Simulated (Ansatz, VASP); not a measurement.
**One calculation of ZnGa3F6, two programs**

```
Ga Zn F
1.0
     0.00000    3.81358    3.81358
     3.81358    0.00000    3.81358
     3.81358    3.81358    0.00000
Ga Zn F
3 1 6
Direct
  0.25000 0.25000 0.25000
  0.75000 0.75000 0.75000
  0.00000 0.00000 0.00000
  0.50000 0.50000 0.50000
  0.70980 0.29020 0.29020
  0.29020 0.70980 0.29020
  0.29020 0.70980 0.70980
  0.70980 0.29020 0.70980
  0.29020 0.29020 0.70980
  0.70980 0.70980 0.29020
```

The cell was built by a generator and needn't be a form met in nature.

Alike in both runs: task single point; functional PBE; k mesh 4 × 4 × 4; occupations fermi-dirac, width 0.0561 eV; no spin polarisation.

|  | VASP | Ansatz |
| --- | --- | --- |
| version | VASP 6.6.1 | Ansatz 0.2.0 |
| potentials or method | VASP PAW PBE potentials, release 64 (Ga_d, Zn, F) | PAW plane waves |
| plane-wave cutoff (eV) | 520 | 420 |
| valence electrons in the cell | 93 | 93 |

```tsv
	VASP	Ansatz	Ansatz less VASP
gap on the k mesh at the Fermi level (eV)	none	none	-
rms of the force components (eV/Å)	5.668	5.455	-0.2133
```

Atom by atom the forces differ by 0.213 eV/Å (rms over components). A gap of «none» marks a metal or a gap that the smearing closes.

Caveats: an odd number of electrons without spin polarisation forces a metal; a magnetic or distorted state may lie lower.
